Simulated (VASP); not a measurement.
## LiHS: NMR shieldings

Wanted: the shieldings and field gradients at the nuclei of LiHS. The cell has space group Ama2. The start is a cell from a database of measured crystal structures.

Calculated with VASP 6.6.1; LDA; plane waves and PAW (S, Li_sv, H), in the first sound run; inputs show where later runs differ.

This is a report of a sequence of runs, with most program output left out.

## Step 1: Set-up

Symmetry: Ama2, No. 40, orthorhombic system. The conventional cell has a = 6.157 Å, b = 5.618 Å, c = 5.515 Å, α = 90.00°, β = 90.00°, γ = 90.00°. Nearest to S lie 1 H at 1.35 Å and 4 Li at 2.49 to 2.51 Å. Nearest to Li lie 4 S at 2.49 to 2.51 Å. H has 1 S at 1.35 Å nearest. Farther neighbours and most contacts between anions are not listed.

Structure file:

```cif
data_structure
_symmetry_space_group_name_H-M 'Ama2'
_symmetry_Int_Tables_number 40
_cell_length_a 6.1569
_cell_length_b 5.6184
_cell_length_c 5.5148
_cell_angle_alpha 90.000
_cell_angle_beta 90.000
_cell_angle_gamma 90.000
_cell_volume 190.77
loop_
_atom_site_label
_atom_site_type_symbol
_atom_site_symmetry_multiplicity
_atom_site_Wyckoff_symbol
_atom_site_fract_x
_atom_site_fract_y
_atom_site_fract_z
_atom_site_occupancy
S1 S 4 b 0.75000 0.26171 0.73705 1
Li1 Li 4 a 0.50000 0.00000 0.50166 1
H1 H 4 b 0.25000 0.57480 0.55829 1
```

## Step 2: Ground state

A ground-state run shows first whether the cell has a gap, which the next steps need; its size sets how fine their mesh has to be.

The input, INCAR:

```
SYSTEM = LiHS
PREC = Accurate
ENCUT = 650
EDIFF = 1E-07
NELM = 100
ISMEAR = 0
SIGMA = 0.01
LREAL = .FALSE.
ALGO = Normal
GGA = CA
NBANDS = 16
LORBIT = 11
LWAVE = .FALSE.
LCHARG = .FALSE.
KPAR = 2
```

The input, POSCAR:

```
LiHS
1.0
    6.1568700000      0.0000000000      0.0000000000
    0.0000000000      2.8092050000      2.7573900000
    0.0000000000     -2.8092050000      2.7573900000
S Li H
2 2 2
Direct
    0.7500000000      0.9987600000      0.4753400000
    0.2500000000      0.4753400000      0.9987600000
    0.5000000000      0.5016600000      0.5016600000
    0.0000000000      0.5016600000      0.5016600000
    0.2500000000      0.1330900000      0.9834900000
    0.7500000000      0.9834900000      0.1330900000
```

The input, KPOINTS:

```
Automatic mesh
0
Gamma
4 6 6
0 0 0
```

Potentials, in the order of the species: S, Li_sv and H (PBE family, release 64).

Started as:

```bash
$ mpirun -np 2 vasp_std
```

Run time: 56 s. Hardware: 2 MPI ranks of AMD EPYC 7R43, shared host; peak memory 0.42 GiB; 1.8 min of CPU time.

The gap is read on the k-mesh alone, so it is an upper bound where the band edges lie off the mesh. The PAW data sets were made with PBE, though LDA sets exist; this is a small mismatch.

This step gave:

```
free energy (TOTEN)            : -24.75 eV
Fermi energy                   : 0.1736 eV
pressure                       : -1.712 GPa
gap on the k-mesh              : 3.221 eV
least direct gap on the k-mesh : 3.221 eV
```

The cell has a gap of 3.22 eV on this mesh. Forces of up to 0.36 eV/Å remain in these settings, with PBE data sets under LDA.

## Step 3: Shielding tensors

This step: chemical shifts by linear response (GIPAW), LDA; plane waves and PAW (S, Li_sv, H) (VASP 6.6.1).

LCHIMAG computes the induced currents by linear response. It needs tightly converged orbitals and a cutoff well above the default; LEFG adds the field gradients at no cost.

The input, INCAR:

```
SYSTEM = LiHS
PREC = Accurate
ENCUT = 700
EDIFF = 1E-09
NELM = 100
ISMEAR = 0
SIGMA = 0.01
LREAL = .FALSE.
ALGO = Normal
GGA = CA
NBANDS = 16
LWAVE = .FALSE.
LCHARG = .FALSE.
KPAR = 2
LCHIMAG = .TRUE.
LEFG = .TRUE.
DQ = 0.001
ICHIBARE = 1
LNMR_SYM_RED = .TRUE.
```

POSCAR is that of step 2.

KPOINTS is that of step 2.

The projector-augmented-wave data sets are S, Li_sv and H (LDA family, release 64).

Started as:

```bash
$ mpirun -np 2 vasp_std
```

It took 32 min on 2 MPI ranks; peak memory 1.1 GiB; 63 min of CPU time.

The atoms bear forces, and field gradients depend strongly on their positions.

Numbers from this step:

* free energy (TOTEN): -25.09 eV
* Fermi energy: 0.1902 eV
* pressure: -1.863 GPa
* gap on the k-mesh: 3.218 eV
* least direct gap on the k-mesh: 3.218 eV

Valence and core; the G = 0 term is that of a spherical sample. NMR shielding, by row:

```tsv
atom	isotropic shielding (ppm)	span (ppm)	skew	isotropic shielding without the G = 0 term (ppm)
S1	720.2	204.5	0.7933	711.4
S2	720.2	204.5	0.7933	711.4
Li3	85.73	4.528	0.9531	76.88
Li4	85.73	4.528	0.9531	76.88
H5	32.41	17.54	0.8252	23.56
H6	32.41	17.54	0.8252	23.56
```

Ordered as |Vzz| ≥ |Vxx| ≥ |Vyy|, the program's way. Electric field gradients, by row:

```tsv
atom	Vxx (V/Å²)	Vyy (V/Å²)	Vzz (V/Å²)	asymmetry
S1	-89.13	-70.49	159.6	0.117
S2	-89.13	-70.49	159.6	0.117
Li3	0.064	0.047	-0.111	0.154
Li4	0.064	0.047	-0.111	0.154
H5	-11.16	-10.74	21.9	0.019
H6	-11.16	-10.74	21.9	0.019
```

## Step 4: Coarser mesh

A coarser mesh shows what can be saved.

INCAR, as its differences from that of step 3:

```diff
@@ -13,3 +13,2 @@
 LCHARG = .FALSE.
-KPAR = 2
 LCHIMAG = .TRUE.
```

POSCAR is that of step 3.

The input, KPOINTS:

```
Automatic mesh
0
Gamma
1 2 2
0 0 0
```

Started as:

```bash
$ mpirun -np 2 vasp_std
```

Run time: 2.4 min. Hardware: 2 MPI ranks; peak memory 0.29 GiB.

The run converged; its settings lie outside those of the reference runs, so its numbers serve the comparison alone.

Against the sound run on this cell (sound settings) the energy at zero smearing moves by +87.7 meV an atom and the pressure by +1.32 GPa.

Settings moved from the usual: the k mesh, now 1×2×2

## Step 5: Other data sets, PAW release PBE 64

This step: chemical shifts by linear response (GIPAW), LDA; plane waves and PAW (S_GW, Li_GW, H_GW) (VASP 6.6.1).

Other PAW data sets are tried: S_GW, Li_GW and H_GW of the family PBE 64, at ENCUT = 420 eV. Names, family and cutoff change together where the inputs show it, so the difference holds all of them.

INCAR, as its differences from that of step 4:

```diff
@@ -2,3 +2,3 @@
 PREC = Accurate
-ENCUT = 700
+ENCUT = 420
 EDIFF = 1E-09
@@ -10,5 +10,6 @@
 GGA = CA
-NBANDS = 16
+NBANDS = 14
 LWAVE = .FALSE.
 LCHARG = .FALSE.
+KPAR = 2
 LCHIMAG = .TRUE.
```

POSCAR is that of step 4.

The input, KPOINTS:

```
Automatic mesh
0
Gamma
4 6 6
0 0 0
```

The projector-augmented-wave data sets are S_GW, Li_GW and H_GW (PBE family, release 64).

Started as:

```bash
$ mpirun -np 2 vasp_std
```

The job ended after 13 min (2 MPI ranks; peak memory 0.78 GiB; 26 min of CPU time).

This step gave:

```yaml
free_energy_toten: -24.66 eV
fermi_energy: -0.8566 eV
pressure: -1.751 GPa
gap_on_the_k_mesh: 3.200 eV
least_direct_gap_on_the_k_mesh: 3.200 eV
```

Valence and core; the G = 0 term is that of a spherical sample. NMR shielding, by row:

```tsv
atom	isotropic shielding (ppm)	span (ppm)	skew	isotropic shielding without the G = 0 term (ppm)
S1	725.8	206.1	0.7911	716.1
S2	725.8	206.1	0.7911	716.1
Li3	88.06	4.404	0.9285	78.43
Li4	88.06	4.404	0.9285	78.43
H5	32.94	17.53	0.8158	23.31
H6	32.94	17.53	0.8158	23.31
```

Ordered as |Vzz| ≥ |Vxx| ≥ |Vyy|, the program's way. Electric field gradients, by row:

```tsv
atom	Vxx (V/Å²)	Vyy (V/Å²)	Vzz (V/Å²)	asymmetry
S1	-91.56	-71.99	163.6	0.12
S2	-91.56	-71.99	163.6	0.12
Li3	0.127	0.106	-0.233	0.091
Li4	0.127	0.106	-0.233	0.091
H5	-11.38	-10.96	22.34	0.019
H6	-11.38	-10.96	22.34	0.019
```

Against the first shielding run the largest change is +5.5 ppm, on S1.

## Step 6: Summary

This step: chemical shifts by linear response (GIPAW), LDA; plane waves and PAW (VASP 6.6.1).

This step runs nothing: it gathers the runs above.

Isotropic shieldings. Cost is wall time times ranks on a shared host. Shieldings by setting:

```tsv
run	ENCUT (eV)	k mesh	S1, Wyckoff letter b (ppm)	Li3, Wyckoff letter a (ppm)	H5, Wyckoff letter b (ppm)	cost (core minutes)
first shielding run	700	4x6x6	720.2	85.73	32.41	63.55
coarser mesh	700	1x2x2	357.3	105.2	53.79	4.77
other data sets	420	4x6x6	725.8	88.06	32.94	26.27
```

## Step 7: Summary of results

```json
{
  "S, isotropic shielding": "720.2 ppm",
  "Li, isotropic shielding": "85.7 ppm",
  "H, isotropic shielding": "32.4 ppm"
}
```

**Reading.** At LDA, in the first shielding run, the isotropic shieldings are S 720.2 ppm; Li 85.7 ppm; H 32.4 ppm. In the first shielding run the widest tensor is that of S1, with a span (largest less smallest principal value) of 204 ppm. The largest field gradient of that run is Vzz = 160 V/Å² at S1. Against the first shielding run, the one with coarser mesh moves the shieldings by at most 363 ppm. Against the first shielding run, the one with other data sets moves the shieldings by at most 5.5 ppm. Shifts were not obtained, since a shift is the shielding of a reference compound, computed alike, less these values. The G = 0 term is the part set by the sample's shape, taken here for a sphere. No finer mesh was run, so convergence in it isn't shown. VASP's guide advises NLSPLINE for shieldings, which this input doesn't set; the effect wasn't tested. Where the functional isn't the one that the data sets were made with, the shieldings hold that mismatch too. The cell has space group Ama2. The atoms weren't relaxed and carry forces of up to 0.32 eV/Å at LDA in the first shielding run, so the numbers belong to the given coordinates, and a relaxation would change them.

[Lines on the potential files, build, host, timing and source positions are cut from VASP's logs without a mark.]

[Logs are printed without paths, hosts, clocks, repeated set-up lines and the standing remarks that a program may print on its own settings, such as how far it seeks lower states.]

[Hosts, paths, dates, database ids (printed as entryN), source tags and the programs' standing remarks are cut or masked in the printed files.]
